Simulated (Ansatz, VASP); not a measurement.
# Ge3Rh: VASP beside Ansatz

```
Ge Rh
1.0
     5.14183    0.00000    0.00000
     0.00000    5.14183    0.00000
     0.00000    0.00000    5.14183
Ge Rh
6 2
Direct
  0.25000 0.00000 0.50000
  0.50000 0.75000 0.00000
  0.75000 0.00000 0.50000
  0.50000 0.25000 0.00000
  0.00000 0.50000 0.75000
  0.00000 0.50000 0.25000
  0.00000 0.00000 0.00000
  0.50000 0.50000 0.50000
```

Change from the starting cell: species swapped into the Zr3Sn type (Pm-3n, No. 223).

Alike in both runs: functional PBE; k mesh 4 × 4 × 4; occupations gaussian, width 0.1 eV; no spin polarisation.

Ansatz relaxed the structure, and its values are those at the end. VASP's run is a single point on that final structure, the one shown.

|  | VASP | Ansatz |
| --- | --- | --- |
| version | VASP 6.6.1 | Ansatz 0.2.0 |
| potentials or method | VASP PAW PBE potentials, release 64 (Ge_d, Rh_pv) | scalar-relativistic, plane waves, PAW |
| plane-wave cutoff (eV) | 520 | 420 |
| valence electrons in the cell | 114 | 118 |

VASP gave:

```
gap on the k mesh at the Fermi level (eV) : none
pressure (GPa)                            : 0.1
```

Question: Estimate Ansatz's values.

Answer: gap on the k mesh at the Fermi level (eV): none; pressure (GPa): 0.0.

A gap of «none» marks a metal or a gap that the smearing closes. The two sets of potentials don't hold the same shells in valence.
